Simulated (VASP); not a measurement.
PbO2 (rutile) relaxed at rising pressure, in one space group throughout; other phases were not tried. The pressures are those reached. Computed with LDA (Ceperley-Alder, Perdew-Zunger), VASP's LDA PAW potentials (set 64) (plane waves; VASP).

```csv
P (GPa),V (Å³/atom),k-mesh
0.00,13.788,5×5×7
4.81,13.367,5×5×7
9.80,13.004,5×5×7
19.91,12.402,7×7×9
29.98,11.932,7×7×9
```

A change of mesh leaves a small step in the series.

Task: Fit an equation of state and predict the volume at 45.01 GPa.

Result: Least squares on the third-order Birch-Murnaghan form, P = (3B0/2)(y⁷ − y⁵)[1 + (3/4)(B′ − 4)(y² − 1)] with y = (V0/V)^(1/3), gives V0 = 13.788 Å³/atom, B0 = 144 GPa and B′ = 5.0, and so 11.375 Å³/atom. The run gave 11.361 Å³/atom, -0.1 % from the fit.

Pressures at which the relaxation failed are left out.

The compound is PbO2 in the rutile structure.
